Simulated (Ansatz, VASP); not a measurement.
# One calculation of Ag2Pb, two programs

```
Ag Pb
1.0
     4.64736    0.00000    0.00000
    -2.32368    4.02473    0.00000
     0.00000    0.00000    4.07098
Ag Pb
2 1
Direct
  0.33330 0.66670 0.50000
  0.66660 0.33330 0.50000
  0.00000 0.00000 0.00000
```

The cell was built by a generator and needn't be a form met in nature.

Alike in both runs: task single point; functional LDA; k mesh 5 × 5 × 5; no spin polarisation.

```csv
,VASP,Ansatz
version,VASP 6.6.1,Ansatz 0.2.0
potentials or method,"VASP PAW LDA potentials, release 64 (Ag, Pb_d)",PAW plane waves
plane-wave cutoff (eV),520,420
occupations,"fermi-dirac, width 0.1 eV",fermi-dirac
valence electrons in the cell,36,52
```

|  | VASP | Ansatz | Ansatz less VASP |
| --- | --- | --- | --- |
| gap on the k mesh at the Fermi level (eV) | none | none | - |
| pressure (GPa) | -7.3 | -7.3 | -0.05 |
| largest component of the traceless stress (GPa) | 1.80 | 1.76 | -0.035 |

A gap of «none» marks a metal or a gap that the smearing closes. The two sets of potentials don't hold the same shells in valence. Ansatz warned: «structure_snapped_to_symmetry».

The runs have no spin-orbit coupling, so splittings on Pb are missing.
